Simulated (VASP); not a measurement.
# F2InCl in VASP: a series of runs

One molecule, F2InCl, is run at these levels: PBE; tasks: single point, relaxation of the atoms.

All numbers are computed with VASP 6.6.1; they aren't measurements. Logs are shortened: lines on timing, memory, paths and dates and some standing lists are left out, and cuts for length are marked.

## (1) The undisturbed molecule

The cell holds a molecule in a box, 4 atoms: a = 12.000 Å, b = 12.000 Å, c = 13.000 Å, α = 90.00°, β = 90.00°, γ = 90.00°.

## (2) Single point, PBE (atoms moved at random, drawn with an rms of 0.05 Å)

Contents of INCAR:

```
SYSTEM = InClF2
  PREC = Accurate
  ENCUT = 520
  EDIFF = 1E-6
  ISMEAR = 0
  SIGMA = 0.01
  LREAL = .False.
  LASPH = .True.
  NELM = 80
  ALGO = Fast
  ISIF = 2
  LWAVE = .False.
  LCHARG = .True.
  GGA = PE
  LELF = .True.
  LVHAR = .True.
  LVACPOTAV = .True.
```

Contents of KPOINTS:

```
Automatic mesh
0
Gamma
  1 1 1
  0 0 0
```

Contents of POSCAR:

```
InClF2
1.0
   12.0000000000      0.0000000000      0.0000000000
    0.0000000000     12.0000000000      0.0000000000
    0.0000000000      0.0000000000     13.0000000000
F In Cl
2 1 1
Direct
    0.5724990000      0.5785360000      0.6225270000
    0.5925360000      0.3852060000      0.4490480000
    0.5322860000      0.5240770000      0.4888200000
    0.4052970000      0.6194560000      0.3886880000
```

Potentials or basis: VASP PAW PBE potentials, release 64 (F, In_d, Cl).

Command:

```bash
cat potpaw_PBE.64/F/POTCAR potpaw_PBE.64/In_d/POTCAR potpaw_PBE.64/Cl/POTCAR > POTCAR
mpirun -np 1 vasp_gam > vasp.out
```

OUTCAR:

```text
SYSTEM = InClF2
   PREC = Accurate
   ENCUT = 520
   EDIFF = 1E-6
   ISMEAR = 0
   LREAL = .False.
   LASPH = .True.
   NELM = 80
   ISIF = 2
   GGA = PE

 ion  position               nearest neighbor table
   1  0.572  0.579  0.623-   3 1.92
   2  0.593  0.385  0.449-   3 1.89
   3  0.532  0.524  0.489-   2 1.89   1 1.92   4 2.31
   4  0.405  0.619  0.389-   3 2.31

  LATTYP: Found a simple tetragonal cell.
 ALAT       =    12.0000000000
 C/A-ratio  =     1.0833333333

  Lattice vectors:

 A1 = (  12.0000000000,   0.0000000000,   0.0000000000)
 A2 = (   0.0000000000,  12.0000000000,   0.0000000000)
 A3 = (   0.0000000000,   0.0000000000,  13.0000000000)

Analysis of symmetry for initial positions (statically):
=====================================================================
 Subroutine PRICEL returns:
 Original cell was already a primitive cell.

 Routine SETGRP: Setting up the symmetry group for a
 simple tetragonal supercell.

 Subroutine GETGRP returns: Found  1 space group operations
 (whereof  1 operations were pure point group operations)
 out of a pool of 16 trial point group operations.

The static configuration has the point symmetry C_1 .

Analysis of symmetry for dynamics (positions and initial velocities):
=====================================================================
 Subroutine PRICEL returns:
 Original cell was already a primitive cell.

 Routine SETGRP: Setting up the symmetry group for a
 simple tetragonal supercell.

 Subroutine GETGRP returns: Found  1 space group operations
 (whereof  1 operations were pure point group operations)
 out of a pool of 16 trial point group operations.

The dynamic configuration has the point symmetry C_1 .

 Subroutine INISYM returns: Found  1 space group operations
 (whereof  1 operations are pure point group operations),
 and found     1 'primitive' translations

----------------------------------------------------------------------------------------

                                     Primitive cell

  volume of cell :    1872.0000

  direct lattice vectors                    reciprocal lattice vectors
    12.000000000  0.000000000  0.000000000     0.083333333  0.000000000  0.000000000
     0.000000000 12.000000000  0.000000000     0.000000000  0.083333333  0.000000000
     0.000000000  0.000000000 13.000000000     0.000000000  0.000000000  0.076923077

  length of vectors
    12.000000000 12.000000000 13.000000000     0.083333333  0.083333333  0.076923077

  position of ions in fractional coordinates (direct lattice)
     0.572499000  0.578536000  0.622527000
     0.592536000  0.385206000  0.449048000
     0.532286000  0.524077000  0.488820000
     0.405297000  0.619456000  0.388688000

  ion indices of the primitive-cell ions
   primitive index   ion index
                 1           1
                 2           2
                 3           3
                 4           4

----------------------------------------------------------------------------------------

 KPOINTS: Automatic mesh

Automatic generation of k-mesh.
 Grid dimensions read from file:
 generate k-points for:    1    1    1

 Generating k-lattice:

  Cartesian coordinates                     Fractional coordinates (reciprocal lattice)
     0.083333333  0.000000000  0.000000000     1.000000000  0.000000000  0.000000000
     0.000000000  0.083333333  0.000000000     0.000000000  1.000000000  0.000000000
     0.000000000  0.000000000  0.076923077     0.000000000  0.000000000  1.000000000

  Length of vectors
     0.083333333  0.083333333  0.076923077

  Shift w.r.t. Gamma in fractional coordinates (k-lattice)
     0.000000000  0.000000000  0.000000000

 Subroutine IBZKPT returns following result:
 ===========================================

 Found      1 irreducible k-points:

 Following reciprocal coordinates:
            Coordinates               Weight
  0.000000  0.000000  0.000000      1.000000
   k-points           NKPTS =      1   k-points in BZ     NKDIM =      1   number of bands    NBANDS=     21
   number of dos      NEDOS =    301   number of ions     NIONS =      4
   total plane-waves  NPLWV = 793800
   dimension x,y,z NGX =    90 NGY =   90 NGZ =   98
   dimension x,y,z NGXF=   180 NGYF=  180 NGZF=  196
   ions per type =               2   1   1
   NGX,Y,Z   is equivalent  to a cutoff of  12.47, 12.47, 12.53 a.u.
   NGXF,Y,Z  is equivalent  to a cutoff of  24.94, 24.94, 25.06 a.u.
 SYSTEM =  InClF2
   PREC   = accura    normal or accurate (medium, high low for compatibility)
   ISTART =      0    job   : 0-new  1-cont  2-samecut
   ICHARG =      2    charge: 1-file 2-atom 10-const
   ISPIN  =      1    spin polarized calculation?
   LNONCOLLINEAR =      F non collinear calculations
   LSORBIT =      F    spin-orbit coupling
   LASPH  =      T    aspherical Exc in radial PAW
   ENCUT  =  520.0 eV  38.22 Ry    6.18 a.u.  22.31 22.31 24.17*2*pi/ulx,y,z
   NELM   =     80;   NELMIN=  2; NELMDL= -5     # of ELM steps
   EDIFF  = 0.1E-05   stopping-criterion for ELM
   LREAL  =      F    real-space projection
   EDIFFG = 0.1E-04   stopping-criterion for IOM
   NSW    =      0    number of steps for IOM
   IBRION =     -1    ionic relax: 0-MD 1-quasi-New 2-CG
   NFREE  =      0    steps in history (QN), initial steepest desc. (CG)
   ISIF   =      2    stress and relaxation
   ISYM   =      2    0-nonsym 1-usesym 2-fastsym
   POTIM  = 0.5000    time-step for ionic-motion
   TEBEG  =    0.0;   TEEND  =   0.0 temperature during run
   PSTRESS=    0.0 pullay stress
   NELECT =      34.0000    total number of electrons
   NUPDOWN=      -1.0000    fix difference up-down
   EMIN   =  10.00;   EMAX   =-10.00  energy-range for DOS
   EFERMI =   0.00;   METHOD = LEGACY
   ISMEAR =     0;   SIGMA  =   0.01  broadening in eV -4-tet -1-fermi 0-gaus
   EFERMI_NEDOS =   21; number of points for ismear=-14 and -15
   IALGO  =     68    algorithm
   IMIX   =      4    mixing-type and parameters
     AMIX     =   0.40;   BMIX     =  1.00
     AMIX_MAG =   1.60;   BMIX_MAG =  1.00
  volume/ion in A,a.u.               =     468.00      3158.22
  Fermi-wavevector in a.u.,A,eV,Ry     =   0.430328  0.813201  2.519552  0.185182
  Thomas-Fermi vector in A             =   1.398793
   LORBIT       =      0    0 simple, 1 ext, 2 COOP (PROOUT), +10 PAW based schemes
   GGA     = PE    functional components
   LHFCALC =     F    Hartree Fock is set to
   AEXX    =    0.0000 exact exchange contribution
   IVDW    =     0    specifies the selected vdW correction
   LEPSILON=     F    determine dielectric tensor
   LRPA    =     F    only Hartree local field effects (RPA)
 non-spin polarized calculation
 RMM-DIIS sequential band-by-band and
 Gauss-broadening in eV      SIGMA  =   0.01
  energy-cutoff  :      520.00
  volume of cell :     1872.00
 maximum number of plane-waves:     25235
 NGX is ok and might be reduce to    90
   NGX = 45   NGY = 45   NGZ = 49

 number of electron      33.9999986 magnetization

 Free energy of the ion-electron system (eV)
  ---------------------------------------------------
  ext. energy  EPLUGINS =         0.00000000
  ---------------------------------------------------
  free energy    TOTEN  =       -14.07619245 eV

  energy without entropy =      -14.07619245  energy(sigma->0) =      -14.07619245

 E-fermi :  -7.9235     XC(G=0):  -0.7497

 val. band max:       -7.9917894773   @ k =   0.0000   0.0000   0.0000
 cond. band min:      -3.7960001936   @ k =   0.0000   0.0000   0.0000
 fundamental gap:      4.1957892838
 Fermi energy:        -7.9235365118

 k-point     1 :       0.0000    0.0000    0.0000
  band No.  band energies     occupation
      1     -28.4857      2.00000
      2     -28.2202      2.00000
      3     -21.2251      2.00000
      4     -20.2790      2.00000
      5     -20.2385      2.00000
      6     -20.1553      2.00000
      7     -19.8781      2.00000
      8     -19.3952      2.00000
      9     -11.6065      2.00000
     10      -9.8986      2.00000
     11      -9.7749      2.00000
     12      -9.3666      2.00000
     13      -8.9426      2.00000
     14      -8.8727      2.00000
     15      -8.6606      2.00000
     16      -8.1411      2.00000
     17      -7.9918      2.00000
     18      -3.7960      0.00000
     19      -1.9986      0.00000
     20       0.0288      0.00000
     21       0.1824      0.00000

------------------------ aborting loop because EDIFF is reached ----------------------------------------

  FORCE on cell =-STRESS in cart. coord.  units (eV):
  Direction    XX          YY          ZZ          XY          YZ          ZX
  --------------------------------------------------------------------------------------
  -------------------------------------------------------------------------------------
  Total        0.4012642      2.3782696      1.4341327     -0.8456761      1.2372077      0.0415048
  in kB        0.3434276      2.0354752      1.2274225     -0.7237837      1.0588815      0.0355224
  external PRESSURE =       1.2021084 kB  Pullay stress =       0.0000000 kB

 VOLUME and BASIS-vectors are now :
 -----------------------------------------------------------------------------
  energy-cutoff  :      520.00
  volume of cell :     1872.00
      direct lattice vectors                 reciprocal lattice vectors
    12.000000000  0.000000000  0.000000000     0.083333333  0.000000000  0.000000000
     0.000000000 12.000000000  0.000000000     0.000000000  0.083333333  0.000000000
     0.000000000  0.000000000 13.000000000     0.000000000  0.000000000  0.076923077

 POSITION                                       TOTAL-FORCE (eV/Angst)
 -----------------------------------------------------------------------------------
      6.86999      6.94243      8.09285         0.262959      0.291122      0.766933
      7.11043      4.62247      5.83762         0.651318     -1.386300     -0.435372
      6.38743      6.28892      6.35466        -0.973331      1.107050     -0.341578
      4.86356      7.43347      5.05294         0.059054     -0.011872      0.010017
 -----------------------------------------------------------------------------------
    total drift:                                0.000038      0.000908      0.001457

  FREE ENERGIE OF THE ION-ELECTRON SYSTEM (eV)
  ---------------------------------------------------
  free  energy   TOTEN  =       -14.0761924473 eV

  energy  without entropy=      -14.0761924473  energy(sigma->0) =      -14.07619245
```

Run time: 3.8 min. Hardware: 1 thread of Intel Xeon Platinum 8259CL at 2.50GHz (Skylake/Cascade Lake), shared host; peak memory 1.3 GiB.

What came out:

```yaml
Free_energy: -14.0762 eV
Largest_force: 1.592 eV/Å
Gap_between_the_frontier_levels: 4.20 eV
```

Forces in eV/Å, atoms in the order of the input:
```
F    0.263  0.291  0.767
F    0.651 -1.386 -0.435
In  -0.973  1.107 -0.342
Cl   0.059 -0.012  0.010
```

Levels at points of the mesh, in eV from the valence-band top:
| k point | band 15 | band 16 | band 17 | band 18 | band 19 | band 20 |
| --- | --- | --- | --- | --- | --- | --- |
| (0.00, 0.00, 0.00) | -0.67 | -0.15 | 0.00 | 4.20 | 5.99 | 8.02 |

Caveat: spin-orbit coupling is left out, which moves the levels of the heavy elements.

## (3) Relaxation of the atoms, PBE (atoms moved at random, drawn with an rms of 0.02 Å)

Contents of INCAR:

```
  ALGO = Normal
  EDIFF = 1E-6
  EDIFFG = -0.02
  ENCUT = 520
  GGA = PE
  IBRION = 2
  ISIF = 2
  ISMEAR = 0
  LASPH = T
  LCHARG = F
  LREAL = F
  LWAVE = F
  NELM = 60
  NSW = 40
  PREC = Accurate
  SIGMA = 0.01
```

Contents of KPOINTS:

```
k-points
0
Gamma
  1 1 1
```

Contents of POSCAR:

```
InClF2
1.0
   12.0000000000      0.0000000000      0.0000000000
    0.0000000000     12.0000000000      0.0000000000
    0.0000000000      0.0000000000     13.0000000000
F In Cl
2 1 1
Direct
    0.5750260000      0.5805530000      0.6208060000
    0.5942160000      0.3836710000      0.4490050000
    0.5262310000      0.5255020000      0.4876610000
    0.4072910000      0.6172260000      0.3862730000
```

Potentials or basis: VASP PAW PBE potentials, release 64 (F, In_d, Cl).

Command:

```bash
cat potpaw_PBE.64/F/POTCAR potpaw_PBE.64/In_d/POTCAR potpaw_PBE.64/Cl/POTCAR > POTCAR
mpirun -np 1 vasp_gam > vasp.out
```

Wall time 17 min (1 thread of Intel Xeon Platinum 8259CL at 2.50GHz (Skylake/Cascade Lake), shared host); peak memory 1.4 GiB.

Results (log left out):

| Quantity | Value |
| --- | --- |
| Free energy | -14.1459 eV |
| Energy gained by relaxing | 8.4 meV/atom |
| Ionic steps | 11 |
| Largest force after relaxing | 0.013 eV/Å |
| Gap between the frontier levels | 4.13 eV |

Forces in eV/Å, atoms in the order of the input:
```
F    0.001 -0.001  0.003
F   -0.002  0.007  0.005
In  -0.002 -0.002 -0.013
Cl   0.003 -0.003  0.005
```

Step by step:
```tsv
step	energy change (eV)	largest force (eV/Å)	pressure (GPa)
1	0.0000	1.0244	0.08
2	-0.0221	0.7380	0.02
3	-0.0281	0.3816	0.03
4	-0.0332	0.1074	-0.02
5	-0.0336	0.0345	-0.01
6	-0.0336	0.0370	-0.01
7	-0.0336	0.0283	-0.01
8	-0.0336	0.0337	-0.01
9	-0.0337	0.0256	-0.01
10	-0.0337	0.0345	-0.01
11	-0.0337	0.0130	-0.01
```

Final structure:
```cif
data_structure
_symmetry_space_group_name_H-M 'P 1'
_symmetry_Int_Tables_number 1
_cell_length_a 12.0000
_cell_length_b 12.0000
_cell_length_c 13.0000
_cell_angle_alpha 90.000
_cell_angle_beta 90.000
_cell_angle_gamma 90.000
_cell_volume 1872.00
loop_
_atom_site_label
_atom_site_type_symbol
_atom_site_fract_x
_atom_site_fract_y
_atom_site_fract_z
_atom_site_occupancy
F1 F 0.57537 0.58087 0.62239 1
F2 F 0.59467 0.38228 0.44891 1
In1 In 0.52808 0.52489 0.48806 1
Cl1 Cl 0.40465 0.61892 0.38439 1
```

Levels at points of the mesh, in eV from the valence-band top:
| k point | band 14 | band 15 | band 16 | band 17 | band 18 | band 19 | band 20 | band 21 |
| --- | --- | --- | --- | --- | --- | --- | --- | --- |
| (0.00, 0.00, 0.00) | -0.57 | -0.50 | -0.14 | 0.00 | 4.13 | 6.01 | 8.11 | 8.17 |

Caveat: spin-orbit coupling is left out, which moves the levels of the heavy elements.

## (4) The reference run

An earlier run on the cell as given: functional PBE; potentials or basis VASP PAW PBE potentials, release 64 (F, In_d, Cl); cutoff 520 eV; k mesh 1 × 1 × 1; occupations gaussian, width 0.01 eV; no spin polarisation.

- Largest force: 0.754 eV/Å
- Gap between the frontier levels: 4.32 eV

## (5) Summary

```csv
task,cell,gap on the mesh (eV),largest force (eV/Å)
single point,"atoms moved at random, drawn with an rms of 0.05 Å",4.20,1.59
relaxation of the atoms,"atoms relaxed from: atoms moved at random, drawn with an rms of 0.02 Å",4.13,0.01
single point,as given,4.32,0.75
```

Alike in all rows: level PBE; potentials or basis VASP PAW PBE potentials, release 64 (F, In_d, Cl); no spin polarisation; k mesh 1 × 1 × 1; cutoff (eV) 520; smearing gaussian 0.01 eV.

Caveats: spin-orbit coupling is left out, which moves the levels of the heavy elements.

Total energies depend on the potentials used, so only differences within one code and one set of settings carry meaning.
